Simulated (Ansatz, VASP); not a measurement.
Two plane-wave programs on Sr4LiS2

```xyz
7
Lattice="4.8709 2.8122 3.5827 -4.8709 2.8122 3.5827 0.0000 -5.6244 3.5827" Properties=species:S:1:pos:R:3 pbc="T T T"
Li    0.0000    0.0000    5.3740
Sr    0.0000    2.8122    3.5827
Sr   -2.4354   -1.4061    3.5827
Sr    2.4354   -1.4061    3.5827
Sr    0.0000    0.0000    0.0000
S     0.0000    0.0000    7.8414
S     0.0000    0.0000    2.9066
```

Alike in both runs: functional PBE; k mesh 3 × 3 × 3; occupations gaussian, width 0.2 eV; no spin polarisation.

Ansatz relaxed the structure, and its values are those at the end. VASP's run is a single point on that final structure, the one shown.

|  | VASP | Ansatz |
| --- | --- | --- |
| version | VASP 6.6.1 | Ansatz 0.2.0 |
| potentials or method | VASP PAW PBE potentials, release 64 (Li_sv, Sr_sv, S) | scalar-relativistic, plane waves, PAW |
| plane-wave cutoff (eV) | 520 | 420 |
| valence electrons in the cell | 55 | 55 |

```tsv
	VASP	Ansatz	Ansatz less VASP
gap on the k mesh at the Fermi level (eV)	none	none	-
rms of the force components (eV/Å)	0.022	0.021	-0.0013
```

A gap of «none» marks a metal or a gap that the smearing closes.
